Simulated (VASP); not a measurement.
**Dielectric function of AlN**

Aim: the dielectric function of AlN for independent particles, and its static limit with local fields. The cell is of the wurtzite type, one of the forms listed for this formula. The start is a cell from a database of measured crystal structures.

Main program and level: VASP 6.6.1; PBE; plane waves and PAW (Al, N).

The database entry behind the starting cell differs from later determinations by our own check (inner coordinate u about 0.002 short), so it need not match the best structure at ambient conditions.

### 1. The structure

Symmetry: P6_3mc, No. 186, hexagonal system. The conventional cell has a = 3.113 Å, b = 3.113 Å, c = 4.981 Å, α = 90.00°, β = 90.00°, γ = 120.00°. Nearest to Al lie 4 N at 1.89 Å. N has 4 Al at 1.89 Å nearest. Farther neighbours and most contacts between anions are not listed.

### 2. Ground state

The ground state comes first.

Contents of INCAR:

```
SYSTEM = AlN
PREC = Accurate
ENCUT = 520
EDIFF = 1E-07
NELM = 100
ISMEAR = 0
SIGMA = 0.05
LREAL = .FALSE.
ALGO = Normal
GGA = PE
NBANDS = 14
LORBIT = 11
LWAVE = .FALSE.
LCHARG = .FALSE.
KPAR = 4
```

Contents of POSCAR:

```
AlN
1.0
    3.1130000000      0.0000000000      0.0000000000
   -1.5565000000      2.6959370820      0.0000000000
    0.0000000000      0.0000000000      4.9810000000
Al N
2 2
Direct
    0.6666666667      0.3333333333      0.5000000000
    0.3333333333      0.6666666667      0.0000000000
    0.6666666667      0.3333333333      0.8800000000
    0.3333333333      0.6666666667      0.3800000000
```

Contents of KPOINTS:

```
Automatic mesh
0
Gamma
8 8 5
0 0 0
```

Potentials, in the order of the species: Al and N (PBE family, release 64).

Run with:

```sh
> mpirun -np 4 vasp_std
```

What it wrote:

```text
[banner, memory and clock lines left out]
running    4 mpi-ranks, on    1 nodes
 distrk:  each k-point on    1 cores,    4 groups
 distr:  one band on    1 cores,    1 groups

 POSCAR found type information on POSCAR AlN
 POSCAR found :  2 types and       4 ions
 LDA part: xc-table for (Slater+PW92), standard interpolation
 POSCAR, INCAR and KPOINTS ok, starting setup
 FFT: planning ... GRIDC
 FFT: planning ... GRID_SOFT
 FFT: planning ... GRID
 WAVECAR not read
 entering main loop
       N       E                     dE             d eps       ncg     rms          rms(c)
DAV:   1     0.442631838630E+02    0.44263E+02   -0.74633E+03   840   0.102E+03
DAV:   2    -0.308716119220E+02   -0.75135E+02   -0.69870E+02  1144   0.207E+02
DAV:   3    -0.344929021295E+02   -0.36213E+01   -0.36108E+01  1116   0.476E+01
DAV:   4    -0.345178364607E+02   -0.24934E-01   -0.24932E-01   960   0.453E+00
DAV:   5    -0.345181712829E+02   -0.33482E-03   -0.33481E-03  1122   0.530E-01    0.122E+01
DAV:   6    -0.297536163387E+02    0.47646E+01   -0.13200E+01  1038   0.271E+01    0.423E+00
DAV:   7    -0.297830254407E+02   -0.29409E-01   -0.78198E-01   990   0.627E+00    0.294E+00
DAV:   8    -0.297764918999E+02    0.65335E-02   -0.75963E-02   966   0.263E+00    0.538E-01
DAV:   9    -0.297706365987E+02    0.58553E-02   -0.19805E-02  1134   0.102E+00    0.246E-01
DAV:  10    -0.297713051653E+02   -0.66857E-03   -0.28142E-03   978   0.356E-01    0.142E-01
DAV:  11    -0.297712020372E+02    0.10313E-03   -0.26678E-04  1032   0.126E-01    0.346E-02
DAV:  12    -0.297712046478E+02   -0.26106E-05   -0.12926E-05  1080   0.324E-02    0.956E-03
DAV:  13    -0.297712044663E+02    0.18153E-06   -0.59706E-06  1068   0.185E-02    0.610E-03
DAV:  14    -0.297712044258E+02    0.40504E-07   -0.49489E-07  1056   0.624E-03
   1 F= -.29771204E+02 E0= -.29771204E+02  d E =-.768596E-15
```

Run time: 3.2 s. Hardware: 4 MPI ranks of AMD EPYC 9R45, shared host; peak memory 0.52 GiB; 11 s of CPU time.

The logs omit lines about the potential files and the build; timing stands in the text.

Parts of OUTCAR (step 2):

```text
ion  position               nearest neighbor table
   1  0.667  0.333  0.500-   3 1.89   4 1.89   4 1.89   4 1.89   2 3.07   2 3.07   2 3.07   2 3.07
                             2 3.07   2 3.07
   2  0.333  0.667  0.000-   4 1.89   3 1.89   3 1.89   3 1.89   1 3.07   1 3.07   1 3.07   1 3.07
                             1 3.07   1 3.07
   3  0.667  0.333  0.880-   1 1.89   2 1.89   2 1.89   2 1.89
   4  0.333  0.667  0.380-   2 1.89   1 1.89   1 1.89   1 1.89

  LATTYP: Found a hexagonal cell.
 ALAT       =     3.1130000000
 C/A-ratio  =     1.6000642467

 Subroutine GETGRP returns: Found 12 space group operations
 (whereof  6 operations were pure point group operations)

The static configuration has the point symmetry C_3v.
 The point group associated with its full space group is C_6v.

 Found     30 irreducible k-points:

   k-points           NKPTS =     30   k-points in BZ     NKDIM =     30   number of bands    NBANDS=     14

   dimension x,y,z NGX =    24 NGY =   24 NGZ =   40
   dimension x,y,z NGXF=    48 NGYF=   48 NGZF=   80

   ENCUT  =  520.0 eV  38.22 Ry    6.18 a.u.   5.79  5.79  9.26*2*pi/ulx,y,z

   NELECT =      16.0000    total number of electrons

 k-points in reciprocal lattice and weights: Automatic mesh
   0.00000000  0.00000000  0.00000000       0.003
   0.12500000  0.00000000  0.00000000       0.019
   0.25000000  0.00000000  0.00000000       0.019
   0.37500000  0.00000000  0.00000000       0.019
   0.50000000  0.00000000  0.00000000       0.009
   0.12500000  0.12500000  0.00000000       0.019
   0.25000000  0.12500000  0.00000000       0.038
   0.37500000  0.12500000  0.00000000       0.038
   0.25000000  0.25000000  0.00000000       0.019
[...]
0.25000000  0.25000000  0.40000000       0.038
   0.37500000  0.25000000  0.40000000       0.038

 average (electrostatic) potential at core
       1 -71.6760       2 -71.6760       3 -59.9412       4 -59.9412

 E-fermi :   6.3740

 k-point     1 :       0.0000    0.0000    0.0000
  band No.  band energies     occupation
    ...
      4       5.2900      2.00000
      5       5.2900      2.00000
      6       5.9421      2.00000
      7       5.9421      2.00000
      8       6.1217      2.00000
      9      10.3451      0.00000
     10      12.7858      0.00000
     11      16.7365      0.00000
     12      17.2868      0.00000
     13      17.2868      0.00000
    ...

 k-point     2 :       0.1250    0.0000    0.0000
  band No.  band energies     occupation
    ...
      4       4.4203      2.00000
      5       5.0470      2.00000
      6       5.1175      2.00000
      7       5.9043      2.00000
      8       6.0314      2.00000
      9      11.1786      0.00000
     10      13.5198      0.00000
     11      15.9105      0.00000
     12      16.2181      0.00000
     13      17.8481      0.00000
    ...

 k-point     3 :       0.2500    0.0000    0.0000
  band No.  band energies     occupation
    ...
      4       2.6980      2.00000
      5       3.6913      2.00000
      6       4.5820      2.00000
      7       5.6855      2.00000
      8       5.7397      2.00000
      9      12.3318      0.00000
     10      13.7430      0.00000
     11      14.2156      0.00000
     12      16.1686      0.00000
     13      17.7509      0.00000
    ...

  Total        0.7580980      0.7580980      1.1897352      0.0000000      0.0000000      0.0000000
  in kB       29.0556452     29.0556452     45.5990179      0.0000000      0.0000000      0.0000000
  external PRESSURE =      34.5701027 kB  Pullay stress =       0.0000000 kB

  energy-cutoff  :      520.00
  volume of cell :       41.80
      direct lattice vectors                 reciprocal lattice vectors
     3.113000000  0.000000000  0.000000000     0.321233537  0.185464269  0.000000000
    -1.556500000  2.695937082  0.000000000     0.000000000  0.370928538  0.000000000
     0.000000000  0.000000000  4.981000000     0.000000000  0.000000000  0.200762899

 POSITION                                       TOTAL-FORCE (eV/Angst)
 -----------------------------------------------------------------------------------
      1.55650      0.89865      2.49050        -0.000000      0.000000     -0.128901
     -0.00000      1.79729      0.00000         0.000000      0.000000     -0.128901
      1.55650      0.89865      4.38328        -0.000000      0.000000      0.128901
     -0.00000      1.79729      1.89278         0.000000      0.000000      0.128901
 -----------------------------------------------------------------------------------
    total drift:                               -0.000000     -0.000000      0.000382

  FREE ENERGIE OF THE ION-ELECTRON SYSTEM (eV)
  ---------------------------------------------------
  free  energy   TOTEN  =       -29.7712044258 eV

  energy  without entropy=      -29.7712044258  energy(sigma->0) =      -29.77120443

 total charge
# of ion       s       p       d       tot
------------------------------------------
    1        0.369   0.440   0.000   0.809
    2        0.369   0.440   0.000   0.809
    3        1.223   2.641   0.000   3.863
    4        1.223   2.641   0.000   3.863
--------------------------------------------------
tot          3.183   6.162   0.000   9.344

[... 3 further parts left out ...]
```

The gap is read on the k-mesh alone, so it is an upper bound where the band edges lie off the mesh.

Numbers from this step:

```
free energy (TOTEN)            : -29.77 eV
Fermi energy                   : 6.374 eV
pressure                       : 3.457 GPa
gap on the k-mesh              : 4.223 eV
least direct gap on the k-mesh : 4.223 eV
```

The cell has a gap of 4.22 eV on this mesh and a pressure of +3.5 GPa, which holds the misfit of the given cell and coordinates with this functional, and any error of cutoff, mesh and data sets. Forces of up to 0.13 eV/Å remain in these settings.

### 3. Spectrum

LOPTICS sums the direct transitions; the mesh is finer and NBANDS larger than for the ground state.

Edit INCAR of step 2 so:

```diff
@@ -10,4 +10,3 @@
 GGA = PE
-NBANDS = 14
-LORBIT = 11
+NBANDS = 28
 LWAVE = .FALSE.
@@ -15 +14,4 @@
 KPAR = 4
+LOPTICS = .TRUE.
+NEDOS = 2000
+CSHIFT = 0.2
```

POSCAR is that of step 2.

Contents of KPOINTS:

```
Automatic mesh
0
Gamma
12 12 7
0 0 0
```

Run with:

```sh
> mpirun -np 4 vasp_std
```

What it wrote:

```text
[... set-up lines as in an earlier step ...]
 entering main loop
       N       E                     dE             d eps       ncg     rms          rms(c)
DAV:   1     0.358586162509E+02    0.35859E+02   -0.64873E+03  4256   0.512E+02
DAV:   2    -0.320016357892E+02   -0.67860E+02   -0.64237E+02  5276   0.138E+02
DAV:   3    -0.345015590523E+02   -0.24999E+01   -0.24776E+01  5424   0.234E+01
DAV:   4    -0.345179529894E+02   -0.16394E-01   -0.16392E-01  5116   0.202E+00
DAV:   5    -0.345181804476E+02   -0.22746E-03   -0.22746E-03  5132   0.246E-01    0.122E+01
DAV:   6    -0.297517738429E+02    0.47664E+01   -0.36999E+00  5264   0.135E+01    0.387E+00
DAV:   7    -0.297843219628E+02   -0.32548E-01   -0.72983E-01  4804   0.412E+00    0.305E+00
DAV:   8    -0.297798991908E+02    0.44228E-02   -0.58760E-02  4632   0.151E+00    0.975E-01
DAV:   9    -0.297709867105E+02    0.89125E-02   -0.54234E-03  4808   0.581E-01    0.358E-01
DAV:  10    -0.297713039552E+02   -0.31724E-03   -0.28272E-03  5052   0.244E-01    0.113E-01
DAV:  11    -0.297712847110E+02    0.19244E-04   -0.81094E-05  5176   0.615E-02    0.366E-02
DAV:  12    -0.297712877932E+02   -0.30822E-05   -0.87464E-06  5036   0.148E-02    0.136E-02
DAV:  13    -0.297712866850E+02    0.11081E-05   -0.21757E-06  5320   0.968E-03    0.472E-03
DAV:  14    -0.297712867740E+02   -0.88986E-07   -0.27209E-07  4620   0.301E-03
   1 F= -.29771287E+02 E0= -.29771287E+02  d E =-.715442E-11
 optical routines
 imaginary and real dielectric function
 recalculating local potential from charge density
 direction            1
 direction            2
 direction            3
```

Elapsed: 11 s, on 4 MPI ranks; peak memory 0.91 GiB.

OUTCAR, selected parts (step 3):

```text
 Found     76 irreducible k-points:

   k-points           NKPTS =     76   k-points in BZ     NKDIM =     76   number of bands    NBANDS=     28

   NELECT =      16.0000    total number of electrons

 E-fermi :   6.3165

 k-point     1 :       0.0000    0.0000    0.0000
  band No.  band energies     occupation
    ...
      4       5.2899      2.00000
      5       5.2899      2.00000
      6       5.9420      2.00000
      7       5.9420      2.00000
      8       6.1216      2.00000
      9      10.3450      0.00000
     10      12.7858      0.00000
     11      16.7365      0.00000
     12      17.2868      0.00000
     13      17.2868      0.00000
    ...

 k-point     2 :       0.0833    0.0000    0.0000
  band No.  band energies     occupation
    ...
      4       4.8771      2.00000
      5       5.1728      2.00000
      6       5.5277      2.00000
      7       5.9291      2.00000
      8       6.0845      2.00000
      9      10.7651      0.00000
     10      13.1544      0.00000
     11      16.3684      0.00000
     12      16.6820      0.00000
     13      17.5432      0.00000
    ...

  Total        0.7585637      0.7585637      1.1907172      0.0000000      0.0000000      0.0000000
  in kB       29.0734919     29.0734919     45.6366551      0.0000000      0.0000000      0.0000000
  external PRESSURE =      34.5945463 kB  Pullay stress =       0.0000000 kB

 POSITION                                       TOTAL-FORCE (eV/Angst)
 -----------------------------------------------------------------------------------
      1.55650      0.89865      2.49050         0.000000      0.000000     -0.128843
     -0.00000      1.79729      0.00000         0.000000     -0.000000     -0.128843
      1.55650      0.89865      4.38328         0.000000     -0.000000      0.128843
     -0.00000      1.79729      1.89278        -0.000000      0.000000      0.128843
 -----------------------------------------------------------------------------------
    total drift:                               -0.000000     -0.000000      0.000405

  FREE ENERGIE OF THE ION-ELECTRON SYSTEM (eV)
  ---------------------------------------------------
  free  energy   TOTEN  =       -29.7712867740 eV

  energy  without entropy=      -29.7712867740  energy(sigma->0) =      -29.77128677

 plasma frequency squared (from intraband transitions) (eV^2)
  --------------------------------------------------------------------------------------
       0.000       0.000      -0.000
       0.000       0.000       0.000
       0.000       0.000       0.000

[... 7 parts as in an earlier step ...]

[... 6 further parts left out ...]
```

These are independent-particle spectra without excitons or local fields, and fine structure depends on the mesh and on CSHIFT.

This step gave:

| Quantity | Value |
| --- | --- |
| Fermi energy | 6.316 eV |
| pressure | 3.459 GPa |

Absorption under the direct gap is the tail of the CSHIFT broadening, and fine structure depends on the mesh. The imaginary dielectric function by photon energy; read off at these points:

```tsv
photon energy (eV)	xx	zz
0.00	0	0
0.50	0.00984	0.0112
1.00	0.0202	0.0232
1.50	0.0318	0.0366
2.00	0.0455	0.0528
2.50	0.0630	0.0738
3.00	0.0869	0.103
3.50	0.124	0.153
4.00	0.203	0.285
4.50	0.459	0.654
5.00	0.956	1.05
5.50	1.20	1.67
6.00	2.53	3.46
6.50	4.39	7.30
6.76	5.35	8.39
7.00	6.30	8.14
7.50	7.42	7.72
8.00	8.37	5.66
8.50	6.69	3.96
9.00	5.20	4.06
9.50	4.51	5.79
9.69	4.30	6.41
10.00	4.62	5.79
10.50	5.13	5.27
10.82	5.72	5.01
11.00	5.38	4.32
11.50	4.85	4.90
12.00	5.16	5.52
12.50	5.07	4.57
13.00	4.43	4.15
13.50	3.55	2.97
14.00	2.96	2.70
14.50	2.30	2.21
15.00	1.89	1.97
15.50	1.46	1.55
16.00	1.21	1.26
16.50	1.10	1.04
17.00	0.947	0.938
17.50	0.710	0.739
18.00	0.543	0.512
18.50	0.488	0.463
19.00	0.445	0.509
19.50	0.432	0.441
20.00	0.355	0.418
20.50	0.324	0.380
21.00	0.315	0.411
21.50	0.288	0.363
22.00	0.291	0.359
22.50	0.264	0.304
23.00	0.250	0.294
23.50	0.298	0.304
24.00	0.293	0.262
24.50	0.281	0.278
```

The real dielectric function by photon energy:

```tsv
photon energy (eV)	xx	zz
0	4.54	4.72
1	4.59	4.77
2	4.75	4.96
3	5.07	5.33
4	5.70	6.11
5	6.62	7.20
6	7.84	9.49
7	7.62	4.78
8	2.84	0.567
9	0.792	2.53
10	1.95	0.891
11	0.417	0.130
12	-0.0950	-0.744
13	-1.65	-1.90
14	-1.99	-1.68
15	-1.84	-1.63
16	-1.39	-1.38
17	-1.02	-0.930
18	-0.723	-0.722
19	-0.399	-0.357
20	-0.231	-0.186
21	-0.0391	-0.0404
22	0.0929	0.0653
23	0.230	0.165
24	0.290	0.239
```

(Part 1 of 2 ends here.)

[Lines on the potential files, build, host, timing and source positions are cut from VASP's logs without a mark.]

[Logs are printed without paths, hosts, clocks, repeated set-up lines and the standing remarks that a program may print on its own settings, such as how far it seeks lower states.]

[Hosts, paths, dates, database ids (printed as entryN), source tags and the programs' standing remarks are cut or masked in the printed files.]
